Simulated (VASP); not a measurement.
```yaml
crystal:
  lattice:
    - [3.73005, -1.90983, -0.00269]
    - [3.73005, 1.90983, -0.00269]
    - [2.75447, 0.00000, 3.15810]
  atoms:
    - { symbol: As, position: [0.22709, 0.22709, 0.22709] }
    - { symbol: As, position: [0.77291, 0.77291, 0.77291] }
```

These are PBE GGA, VASP's PBE PAW potentials (set 64) (plane waves; VASP) values and carry that method's errors. Numerical set-up: 480 eV cut-off, 10×10×10 Γ-centred mesh, first-order Methfessel-Paxton smearing of 0.10 eV, potentials As.

Each relaxation starts from this cell; other phases were not tried.

### Question
The cell is relaxed at 5 GPa. What happens?

### Answer
The volume per atom goes from 22.51 to 20.37 Å³ (-9.5 %), and the cell becomes a = b = 3.772 Å, c = 9.922 Å, α = β = 90.00°, γ = 120.00°, space group R-3m.

### Question
The cell is relaxed at 15 GPa. What happens?

### Answer
The volume per atom goes from 22.51 to 18.27 Å³ (-18.9 %), and the cell becomes a = b = 3.6849 Å, c = 9.3193 Å, α = β = 90.00°, γ = 120.00°, space group R-3m.

Failed runs are left out, and for metals the shear rows, which the mesh's noise covers.

The compound is As in the a7 structure.
